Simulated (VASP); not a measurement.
Consider the following.

```xyz
2
Lattice="0.0000 3.3529 3.3529 3.3529 0.0000 3.3529 3.3529 3.3529 0.0000" Properties=species:S:1:pos:R:3 pbc="T T T"
K      0.0000     0.0000     0.0000
Br     3.3529     3.3529     3.3529
```

Calculation: PBE GGA, VASP's PBE PAW potentials (set 64) (plane waves; VASP). Numerical set-up: 400 eV cut-off, Gaussian smearing of 0.050 eV, potentials K_sv Br.

**Question.** Estimate the band gap (along the path) with the smallest direct gap where there is one.

**Answer.** 
The band gap (along the path) comes out as 4.31 eV and the smallest direct gap (along the path) is 4.31 eV.

Total energies compare only between runs with the same potentials, cut-off and functional.

The structure was generated: KBr was put into the rock salt type (Fm-3m), which need not be its known phase. It was relaxed first, which changed the volume by -11 %.
